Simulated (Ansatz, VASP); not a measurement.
# Cross-check of AlC between VASP and Ansatz

One calculation is typed for both programs; each brings its own data sets. How far apart do they land? The two relaxations start from unlike cells of this crystal (the structure described is Ansatz's start), so only their ends are compared.

Calculated with Ansatz 0.2.0; plane waves, with VASP 6.6.1 beside it; relaxation of cell and atoms at PBE.

### Step 1. The starting structure

The structure is cubic, space group F-43m (No. 216). The conventional cell has a = 4.480 Å, b = 4.480 Å, c = 4.480 Å, α = 90.00°, β = 90.00°, γ = 90.00°. Al has 4 C at 1.94 Å nearest. Nearest to C lie 4 Al at 1.94 Å. Farther neighbours are not listed.

Coordinates:

```xyz
2
Lattice="0.0000 2.2400 2.2400 2.2400 0.0000 2.2400 2.2400 2.2400 0.0000" Properties=species:S:1:pos:R:3 pbc="T T T"
Al    0.0000    0.0000    0.0000
C     3.3600    3.3600    3.3600
```

### Step 2. VASP: relaxation of cell and atoms, PBE

The relaxed volume is the usual yardstick between codes: in a stiff, nearly cubic crystal its relative difference is about their pressure difference at one cell divided by the bulk modulus.

Lines of VASP's logs that name or quote its potential files are left out, and so is its time.

Contents of INCAR:

```
SYSTEM = AlC
PREC = Accurate
ENCUT = 600
EDIFF = 1E-07
NELM = 120
ISMEAR = -1
SIGMA = 0.05
LREAL = .FALSE.
ALGO = Normal
GGA = PE
NBANDS = 9
LORBIT = 11
LWAVE = .FALSE.
LCHARG = .FALSE.
ISIF = 3
IBRION = 2
NSW = 80
EDIFFG = -0.005
LASPH = .TRUE.
GGA_COMPAT = .FALSE.
NELMIN = 4
```

Contents of POSCAR:

```
AlC
1.0
    0.0000000000      2.3279195057      2.3279195057
    2.3279195057      0.0000000000      2.3279195057
    2.3279195057      2.3279195057      0.0000000000
Al C
1 1
Direct
    0.0000000000      0.0000000000      0.0000000000
    0.7500000000      0.7500000000      0.7500000000
```

Contents of KPOINTS:

```
Automatic mesh
0
Gamma
10 10 10
0 0 0
```

PAW data sets: Al and C (PBE family, release 64).

The run is started by

```
$ mpirun -np 1 vasp_std
```

Numbers of over 12 decimals in the logs are rounded to 6 here.

What it wrote:

```text
[banner, memory and clock lines left out]
running    1 mpi-ranks, on    1 nodes
 distrk:  each k-point on    1 cores,    1 groups
 distr:  one band on    1 cores,    1 groups

 POSCAR found type information on POSCAR AlC
 POSCAR found :  2 types and       2 ions
 LDA part: xc-table for (Slater+PW92), standard interpolation
 POSCAR, INCAR and KPOINTS ok, starting setup
 FFT: planning ... GRIDC
 FFT: planning ... GRID_SOFT
 FFT: planning ... GRID
 WAVECAR not read
 entering main loop
       N       E                     dE             d eps       ncg     rms          rms(c)
DAV:   1     0.508919971357E+01    0.50892E+01   -0.30374E+03   846   0.638E+02
DAV:   2    -0.121546340605E+02   -0.17244E+02   -0.16999E+02  1155   0.964E+01
DAV:   3    -0.128239295781E+02   -0.66930E+00   -0.64684E+00   941   0.186E+01
DAV:   4    -0.128284565886E+02   -0.45270E-02   -0.45263E-02   993   0.184E+00
DAV:   5    -0.128285024076E+02   -0.45819E-04   -0.45819E-04   994   0.164E-01    0.537E+00
DAV:   6    -0.117515382760E+02    0.10770E+01   -0.40976E+00   866   0.954E+00    0.184E+00
DAV:   7    -0.117263067160E+02    0.25232E-01   -0.24092E-01  1076   0.291E+00    0.113E+00
DAV:   8    -0.117274499601E+02   -0.11432E-02   -0.94784E-03   872   0.937E-01    0.210E-01
DAV:   9    -0.117273230725E+02    0.12689E-03   -0.43728E-04  1048   0.125E-01    0.103E-01
DAV:  10    -0.117273635014E+02   -0.40429E-04   -0.12787E-04   951   0.740E-02    0.121E-02
DAV:  11    -0.117273634035E+02    0.97857E-07   -0.18103E-05   902   0.219E-02    0.425E-03
DAV:  12    -0.117273636756E+02   -0.27215E-06   -0.63022E-07   944   0.553E-03    0.115E-03
DAV:  13    -0.117273636790E+02   -0.33216E-08   -0.18826E-07   558   0.230E-03
   1 F= -.11727364E+02 E0= -.11721463E+02  d E =-.117274E+02
 curvature:   0.00 expect dE= 0.000E+00 dE for cont linesearch  0.000E+00
 trial: gam= 0.00000 g(F)=  0.188E-49 g(S)=  0.187E-04 ort = 0.000E+00 (trialstep = 0.100E+01)
 search vector abs. value=  0.187E-04
 bond charge predicted
       N       E                     dE             d eps       ncg     rms          rms(c)
DAV:   1    -0.117273786858E+02   -0.15010E-04   -0.35788E-04   855   0.136E-01    0.194E-02
DAV:   2    -0.117273689131E+02    0.97727E-05   -0.35003E-05   863   0.303E-02    0.703E-03
DAV:   3    -0.117273684813E+02    0.43176E-06   -0.31277E-06   982   0.108E-02    0.206E-03
DAV:   4    -0.117273684885E+02   -0.71341E-08   -0.14927E-07   483   0.241E-03
   2 F= -.11727368E+02 E0= -.11721474E+02  d E =-.480950E-05
 trial-energy change:   -0.000005  1 .order   -0.000004   -0.000019    0.000010
 step:   0.6726(harm=  0.6516)  dis= 0.00000  next Energy=   -11.727370 (dE=-0.643E-05)
 reached required accuracy - stopping structural energy minimisation
```

From OUTCAR (step 2):

```text
ion  position               nearest neighbor table
   1  0.000  0.000  0.000-   2 2.02   2 2.02   2 2.02   2 2.02
   2  0.750  0.750  0.750-   1 2.02   1 2.02   1 2.02   1 2.02

  LATTYP: Found a face centered cubic cell.
 ALAT       =     4.6558390114

 Subroutine GETGRP returns: Found 24 space group operations
 (whereof 24 operations were pure point group operations)

The static configuration has the point symmetry T_d .

 Found     47 irreducible k-points:

   k-points           NKPTS =     47   k-points in BZ     NKDIM =     47   number of bands    NBANDS=      9

   dimension x,y,z NGX =    28 NGY =   28 NGZ =   28
   dimension x,y,z NGXF=    56 NGYF=   56 NGZF=   56

   ENCUT  =  600.0 eV  44.10 Ry    6.64 a.u.   6.58  6.58  6.58*2*pi/ulx,y,z

   NELECT =       7.0000    total number of electrons

 k-points in reciprocal lattice and weights: Automatic mesh
   0.00000000  0.00000000  0.00000000       0.001
   0.10000000  0.00000000  0.00000000       0.008
   0.20000000  0.00000000  0.00000000       0.008
   0.30000000  0.00000000  0.00000000       0.008
   0.40000000  0.00000000  0.00000000       0.008
   0.50000000  0.00000000  0.00000000       0.004
   0.10000000  0.10000000  0.00000000       0.006
   0.20000000  0.10000000  0.00000000       0.024
   0.30000000  0.10000000  0.00000000       0.024
[...]
-0.30000000  0.40000000  0.20000000       0.024
  -0.30000000  0.50000000  0.20000000       0.012

 average (electrostatic) potential at core
       1 -73.5143       2 -48.2202

 E-fermi :   4.8817

 k-point     1 :       0.0000    0.0000    0.0000
  band No.  band energies     occupation
      1      -7.2710      2.00000
      2       5.8164      0.00000
      3       5.8164      0.00000
      4       5.8164      0.00000
      5      10.6237      0.00000
      6      14.8897      0.00000
    ...

 k-point     2 :       0.1000    0.0000    0.0000
  band No.  band energies     occupation
      1      -7.1145      2.00000
      2       5.0613      0.05366
      3       5.7462      0.00000
      4       5.7462      0.00000
      5      11.0980      0.00000
      6      14.7100      0.00000
    ...

 k-point     3 :       0.2000    0.0000    0.0000
  band No.  band energies     occupation
      1      -6.6584      2.00000
      2       3.4566      2.00000
      3       5.5760      0.00000
      4       5.5760      0.00000
      5      11.7428      0.00000
      6      14.5556      0.00000
      7      15.1784      0.00000
    ...

  Total        0.0085965      0.0085965      0.0085965     -0.0000000      0.0000000     -0.0000000
  in kB        0.5465170      0.5465170      0.5465170     -0.0000000      0.0000000     -0.0000000
  external PRESSURE =       0.5465170 kB  Pullay stress =       0.0000000 kB

  energy-cutoff  :      600.00
  volume of cell :       25.20
      direct lattice vectors                 reciprocal lattice vectors
    -0.000000000  2.327016560  2.327016560    -0.214867401  0.214867401  0.214867401
     2.327016560  0.000000000  2.327016560     0.214867401 -0.214867401  0.214867401
     2.327016560  2.327016560  0.000000000     0.214867401  0.214867401 -0.214867401

 POSITION                                       TOTAL-FORCE (eV/Angst)
 -----------------------------------------------------------------------------------
      4.65403      2.32702      2.32702         0.000000     -0.000000      0.000000
      3.49052      3.49052      3.49052        -0.000000      0.000000     -0.000000
 -----------------------------------------------------------------------------------
    total drift:                               -0.000000     -0.000000     -0.000000

  FREE ENERGIE OF THE ION-ELECTRON SYSTEM (eV)
  ---------------------------------------------------
  free  energy   TOTEN  =       -11.7273684885 eV

  energy  without entropy=      -11.7155799689  energy(sigma->0) =      -11.72147423

 reached required accuracy - stopping structural energy minimisation

 total charge
# of ion       s       p       d       tot
------------------------------------------
    1        0.401   0.416   0.000   0.817
    2        0.891   1.480   0.000   2.371
--------------------------------------------------
tot          1.292   1.896   0.000   3.188

[... 3 further parts left out ...]
```

The run keeps the 24 symmetry operations of its start, so it cannot find a distortion of lower symmetry.

### Step 3. Ansatz: relaxation of cell and atoms, PBE

Ansatz runs on its PAW soft_1 files.

Its own start cell and the same functional, mesh and smearing now go to Ansatz, which takes its cutoff from its data sets.

Contents of input.yaml:

```yaml
crystal:
  lattice:
    - [0.0, 2.24, 2.24]
    - [2.24, 0.0, 2.24]
    - [2.24, 2.24, 0.0]
  atoms:
    - { symbol: Al, position: [0.0, 0.0, 0.0] }
    - { symbol: C, position: [0.75, 0.75, 0.75] }
kpoints:
  mp_grid: { grid: [10, 10, 10] }
scf:
  occupations: { method: fermi_dirac, width: 0.05 }
hamiltonian:
  xc: pbe
  pseudopotentials: { kind: paw, azcp: { folder: soft_1 } }
relax:
  f_tol: 0.015
  max_steps: 70
  cell: {}
output:
  forces: true
  stress: true
```

The run is started by

```
$ ansatz run input.yaml --threads 4 --pin off --max-ram 8192MiB --backend cpu --events-out ev --progress --plain --runs-dir out
```

What it wrote:

```text
Engine: ansatz 0.2.0, aarch64-unknown-linux-gnu
Pseudopotentials: kind: paw
Pseudopotential: Al, paw, valence charge 3, recommended cutoff 420 eV (normal), soft_1/Al.paw.azcp
Pseudopotential: C, paw, valence charge 4, recommended cutoff 420 eV (normal), soft_1/C.paw.azcp
Functional definition: PBE
  parameter kappa = 0.804
  parameter beta = 0.066725
  exchange = pbe_x(kappa = kappa, mu = beta*pi^2/3)
  correlation = pbe_c(beta = beta)
Crystal: 2 atoms, lattice volume = 22.479 Å³
Basis set: ecut = 420 eV, 459 PW (Γ), exchange–correlation on 48×48×48 points (8 copies of the dense FFT grid, shifted against one another)
Bands: 8, of which v1, the nominal top of the filled ones, is band 4 counted from 1 (3 counted from 0)
Symmetry: 24 space group operations
Space group: F-43m (ITA 216), of the structure as read, at distance tolerance 2.8e-5 Å
k-points: 47 of 1000 (time reversal used)
Non-local potential: Al, projectors of the file, l = 0: 2, l = 1: 2, l = 2: 1
Non-local potential: C, projectors of the file, l = 0: 2, l = 1: 2, l = 2: 1
PAW form: soft (Blöchl's): semilocal exchange-correlation on the pseudo side does not see the compensation charge
PAW one-centre angular grid: Al, 110 points (default); XC on 64 Gauss nodes
PAW one-centre angular grid: C, 110 points (default); XC on 64 Gauss nodes
Initial density: superposition of atomic densities (chi_scale 0.1, normalization cell, long waves kept (reshape's long-wave potential 0.00 eV rms))
Initial wavefunctions: pseudopotential atomic-orbital guess
Functional: x = pbe(κ = 0.804, μ = 0.219515), c = pbe(β = 0.066725)
SCF iter   1: F=—  HF=-787.989302 eV  |F-HF|=—  |Δ(HF+E_count)|=         —  Δρ=9.88e-2  dr2=2.92e0  ethr=3.10e-3  ⟨swp⟩=4.8  Hψ=2746  notcnv=0
preconditioner: auto → none  [metal: Δε(μ)=0.080 eV  Ē_g=14.131 eV  σ=0.050 eV  W_gap=0.38  n_scr=0 (ndim 8)  ℏωp=20.7 eV  f_vac=0.000  D(μ)=1.67/eV (n_scr^D=14)]
SCF iter   2: F=—  HF=-787.072218 eV  |F-HF|=—  |Δ(HF+E_count)|=   9.17e-1  Δρ=3.05e-2  dr2=1.09e-1  ethr=3.10e-3  ⟨swp⟩=2.6  Hψ=1164  notcnv=0
SCF iter   3: F=—  HF=-787.040666 eV  |F-HF|=—  |Δ(HF+E_count)|=   3.16e-2  Δρ=1.27e-2  dr2=1.91e-2  ethr=1.56e-3  ⟨swp⟩=2.8  Hψ=705  notcnv=0
SCF iter   4: F=—  HF=-787.036841 eV  |F-HF|=—  |Δ(HF+E_count)|=   3.82e-3  Δρ=1.23e-3  dr2=1.89e-4  ethr=2.73e-4  ⟨swp⟩=2.0  Hψ=581  notcnv=0
SCF iter   5: F=—  HF=-787.036845 eV  |F-HF|=—  |Δ(HF+E_count)|=   4.04e-6  Δρ=9.89e-5  dr2=1.14e-6  ethr=2.70e-6  ⟨swp⟩=1.7  Hψ=479  notcnv=0
SCF iter   6: F=—  HF=-787.036840 eV  |F-HF|=—  |Δ(HF+E_count)|=   4.62e-6  Δρ=1.40e-5  dr2=3.02e-8  ethr=1.43e-9  ⟨swp⟩=4.1  Hψ=1046  notcnv=0
SCF iter   7: F=-787.036840 eV  HF=-787.036840 eV  |F-HF|=1.74e-10  |Δ(HF+E_count)|=   1.75e-9  Δρ=1.98e-6  dr2=7.71e-10  ethr=4.31e-10  ⟨swp⟩=1.8  Hψ=1114  notcnv=0
SCF 1 converged in 7 iterations: F = -787.036840 eV  dr2 = 7.71e-10
  greatest PAW one-centre occupation: 0.687 electrons in one spin orbital (limit 2), on the C atom at site 1 (counted from 0), in its partial waves of l = 0
relax step   1: F+E_penalty+E_count = -787.03684048 eV  Δ(F+E_penalty+E_count) = +0.000e0 eV  max|allowed force component| = 1.989e-16 eV/Å  Δτ_max = 0.0000 Å  P = +19.753 GPa  Ω = 22.479 Å³  (7 SCF iters, dr2 threshold 1.00e-7 eV, accepted)
[...]
relax step   4: F+E_penalty+E_count = -787.18720168 eV  Δ(F+E_penalty+E_count) = -4.927e-4 eV  max|allowed force component| = 1.388e-16 eV/Å  Δτ_max = 0.0000 Å  P = +0.076 GPa  Ω = 25.172 Å³  energy of the carried Pulay correction = -2.235e-3 eV  (4 SCF iters, dr2 threshold 2.00e-7 eV, accepted)
[...]
relax step   5: F+E_penalty+E_count = -787.18719434 eV  Δ(F+E_penalty+E_count) = +7.336e-6 eV  max|allowed force component| = 1.342e-16 eV/Å  Δτ_max = 0.0000 Å  P = +0.001 GPa  Ω = 25.185 Å³  energy of the carried Pulay correction = -2.245e-3 eV  (3 SCF iters, dr2 threshold 1.45e-8 eV, accepted)
[...]
relax step   6: F+E_penalty+E_count = -787.19145563 eV  Δ(F+E_penalty+E_count) = -4.261e-3 eV  max|allowed force component| = 1.642e-16 eV/Å  Δτ_max = 0.0000 Å  P = +0.271 GPa  Ω = 25.185 Å³  stress off target by 2.71e-1 GPa  SCF on the basis re-selected at this cell (its energy is not comparable with the rows above)  (5 SCF iters)
[...]
relax step   7: F+E_penalty+E_count = -787.19145720 eV  Δ(F+E_penalty+E_count) = -1.561e-6 eV  max|allowed force component| = 1.133e-16 eV/Å  Δτ_max = 0.0000 Å  P = +0.007 GPa  Ω = 25.234 Å³  energy of the carried Pulay correction = -4.044e-5 eV  (3 SCF iters, dr2 threshold 1.84e-7 eV, accepted)
[...]
relax step   8: F+E_penalty+E_count = -787.19149093 eV  Δ(F+E_penalty+E_count) = -3.374e-5 eV  max|allowed force component| = 1.365e-16 eV/Å  Δτ_max = 0.0000 Å  P = +0.006 GPa  Ω = 25.234 Å³  stress off target by 6.22e-3 GPa  SCF on the basis re-selected at this cell (its energy is not comparable with the rows above)  (5 SCF iters)
basis re-selected at this cell: Δ(F+E_penalty+E_count) = -3.374e-5 eV, ΔP = -0.001 GPa vs the last step (what re-selecting the basis moved, of the pressure what is left beyond the Pulay correction that the steps carried, after the strain that the cell walked since its last selection, with what the two solves' SCF thresholds leave and, on support functions, any second-order correction that the steps lacked; it is no m [...]
SCF converged after 5 iterations
Free energy (F): -787.191491 eV
Harris-Foulkes:  -787.191491 eV  (|F-HF|=1.14e-12)
Internal energy: -787.179638 eV  (E = F + TS)
E sigma→0 (E₀):  -787.185565 eV
Entropy (-TS):   -0.011853 eV (-5.926 meV/atom)
Fermi energy:    5.640767 eV
--- Per-component energies (eV) ---
  E_band       = 9.250745
  E_kinetic    = 107.074566
  E_local      = -101.619668  (includes V_loc(G=0)·N_el)
  E_nonlocal   = 34.362325
  E_hartree    = 33.238717
  E_xc         = -84.084203
  E_vxc        = -86.241367  (∫ρ·V_xc dr)
  E_paw        = -569.145182  (= ΣΔE_a)
  E_vpaw       = -10.802572  (= ΣTr[D̂ρ^β])
  E_aug_tail   = 0.000014  (compensation charges beyond the density's cutoff)
  E_ewald      = -207.006207
  E_smearing   = -0.011853  (= −TS)
  E_closure    = 0.000000  (closes the sum)
  Σ components = -787.191491   (vs F -787.191491, Δ=0.00e0)
--- Forces (eV/Å), atoms counted from 1 ---
  atom   1  Al    -0.00000000     0.00000000     0.00000000
  atom   2  C      0.00000000    -0.00000000    -0.00000000
  max |Σ_I F_I| component: 9.71e-17 eV/Å
--- Stress (GPa, compression-positive) ---
        0.006225       0.000000      -0.000000
        0.000000       0.006225       0.000000
        0.000000       0.000000       0.006225
  P = ⅓ Tr σ = 0.0062 GPa (0.062 kbar)
--- Relaxed structure (6 steps of the walk, 6 accepted, 2 SCFs on fresh bases) ---
  F+E_penalty+E_count = -787.19149093 eV   max|allowed force component| = 1.365e-16 eV/Å   (the final SCF, on the basis selected at the relaxed cell)
  cell:  # Å, volume = 25.2340 Å³
    - [0, 2.328012, 2.328012]
    - [2.328012, 0, 2.328012]
    - [2.328012, 2.328012, 0]
  atoms:
    - { symbol: Al, position: [0, 0, 0] }
    - { symbol: C, position: [0.750000, 0.750000, 0.750000] }
```

In the SCF lines HF is the Harris–Foulkes energy and dr2 the Hartree energy of the density residual, in eV; the loop may stop once dr2 is under the threshold and the program's other checks hold. Hψ counts applications of the Hamiltonian.

### Step 4. Comparison

Known differences besides the potentials themselves: the cutoff is 420 eV in Ansatz and 600 eV in VASP; Ansatz adds a Pulay correction to the stress that steers its cell, VASP none. Total energies have different zeros and are not compared.

The two programs side by side:

```csv
quantity,Ansatz,VASP,difference
volume (Å³),25.23,25.20,+0.13 %
"edge a after relaxation, in the typed setting (Å)",3.292,3.291,+0.04 %
```

### Step 5. What came out

- difference in volume (relaxation of cell and atoms, PBE): 0.13 %

What this shows: The difference in volume is 0.13 % (relaxation of cell and atoms, PBE), within the 1.2 % picked in this series as the mark of a large difference, as far as the stopping tolerances let one tell. How closely two codes agree says nothing of how well the functional describes the real material.

[Lines on the potential files, build, host, timing and source positions are cut from VASP's logs without a mark.]

[Logs are printed without paths, hosts, clocks, repeated set-up lines and the standing remarks that a program may print on its own settings, such as how far it seeks lower states.]

[Hosts, paths, dates, database ids (printed as entryN), source tags and the programs' standing remarks are cut or masked in the printed files.]
